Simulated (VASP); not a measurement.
Computed with revTPSS meta-GGA, VASP's PBE PAW potentials (set 64) (plane waves; VASP).

VASP ran on this input.

**POSCAR**
```
CdTe
1
    0.0000000000     3.2400000000     3.2400000000
    3.2400000000     0.0000000000     3.2400000000
    3.2400000000     3.2400000000     0.0000000000
Cd Te
1 1
Direct
  0.0000000000   0.0000000000   0.0000000000
  0.2500000000   0.2500000000   0.2500000000
```

INCAR:
```
ALGO  =  Normal
EDIFF  =  1E-6
EDIFFG  =  -0.01
ENCUT  =  520
IBRION  =  2
ISIF  =  3
ISMEAR  =  0
LASPH  =  .TRUE.
LCHARG  =  .FALSE.
LMAXMIX  =  4
LMIXTAU  =  .TRUE.
LREAL  =  .FALSE.
LWAVE  =  .FALSE.
METAGGA  =  RTPSS
NELM  =  100
NSW  =  60
PREC  =  Accurate
SIGMA  =  0.05
SYSTEM  =  CdTe
```

File KPOINTS:
```
Automatic mesh
0
Gamma
6 6 6
0 0 0
```

POTCAR, in this order: Cd Te (PBE.64 set). Program: vasp_std.

Energy and stress use the plane-wave basis of the starting cell. Unless said otherwise, spin-orbit coupling is left out, though it shifts the bands of the heavy elements here.

Problem. Estimate the energy per atom (σ→0), volume per atom, band gap (on the k-mesh).

Solution. 
- energy per atom (σ→0): 15.633 eV/atom
- band gap (on the k-mesh): 0.89 eV
- volume per atom: 35.28 Å³/atom

**OSZICAR**
```
...
DAV:   5     0.312664862963E+02   -0.27986E-03   -0.43942E-04   416   0.256E-01    0.323E-02
DAV:   6     0.312662256532E+02   -0.26064E-03   -0.14277E-04   416   0.133E-01    0.143E-02
DAV:   7     0.312662169820E+02   -0.86711E-05   -0.43501E-05   446   0.738E-02    0.664E-03
DAV:   8     0.312661855939E+02   -0.31388E-04   -0.52935E-06   431   0.268E-02    0.361E-03
DAV:   9     0.312661806038E+02   -0.49900E-05   -0.40944E-06   416   0.200E-02    0.315E-03
DAV:  10     0.312661785857E+02   -0.20182E-05   -0.13150E-06   313   0.152E-02    0.105E-03
DAV:  11     0.312661786455E+02    0.59856E-07   -0.11358E-07   213   0.527E-03
   3 F= 0.31266179E+02 E0= 0.31266179E+02  d E =-.115035E-01
```

The compound is CdTe in the zinc blende structure. This run relaxes it. Symmetry was kept, so distortions that lower it aren't found.
